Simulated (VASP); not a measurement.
An input for Quantum ESPRESSO's pw.x (written as the equivalent of a VASP run, and not itself run):

```
&CONTROL
  calculation = 'scf'
  pseudo_dir = './pseudo'
  outdir = './out'
  tprnfor = .true.
  tstress = .true.
/
&SYSTEM
  ibrav = 0
  nat = 4
  ntyp = 1
  ecutwfc = 44
  occupations = 'smearing'
  smearing = 'fermi-dirac'
  degauss = 0.00147
  input_dft = 'pbe'
/
&ELECTRONS
  conv_thr = 7.3e-08
  electron_maxstep = 100
/
ATOMIC_SPECIES
  P 30.974 P.upf
CELL_PARAMETERS angstrom
     1.6550000   -5.2400000    0.0000000
     1.6550000    5.2400000    0.0000000
     0.0000000    0.0000000    4.3800000
ATOMIC_POSITIONS crystal
  P    0.0989850  0.8986720  0.9178370
  P    0.3961580  0.6013270  0.4111790
  P    0.5947290  0.3898570  0.5851190
  P    0.9101280  0.1101440  0.0858660
K_POINTS automatic
  5 5 4 0 0 0
```

Problem. Translate this input to VASP (INCAR, KPOINTS, POSCAR, choice of POTCAR).

Solution. One answer among several that fit: 
KPOINTS:
```
Automatic mesh
0
Gamma
5 5 4
0 0 0
```

**INCAR**
```
ALGO = Normal
EDIFF = 1E-6
ENCUT = 300
GGA = PE
ISIF = 2
ISMEAR = -1
LASPH = .TRUE.
LCHARG = .FALSE.
LREAL = .FALSE.
LWAVE = .FALSE.
NELM = 100
PREC = Accurate
SIGMA = 0.02
SYSTEM = P
```

POSCAR:
```
P
1
    1.6550000000    -5.2400000000     0.0000000000
    1.6550000000     5.2400000000     0.0000000000
    0.0000000000     0.0000000000     4.3800000000
P
4
Direct
  0.0989850000   0.8986720000   0.9178370000
  0.3961580000   0.6013270000   0.4111790000
  0.5947290000   0.3898570000   0.5851190000
  0.9101280000   0.1101440000   0.0858660000
```

POTCAR, in this order: P (PBE.64 set). Program: vasp_std.

What does not carry over: the potentials are each code's own (VASP's PAW set, PseudoDojo norm-conserving files in pw.x), so ENCUT and ecutwfc are chosen apart and not converted; conv_thr bounds pw.x's estimated SCF error, while EDIFF bounds the energy change between steps.

The structure is a typed P crystal. The cell was not relaxed at this level, atoms are displaced from their ideal sites.
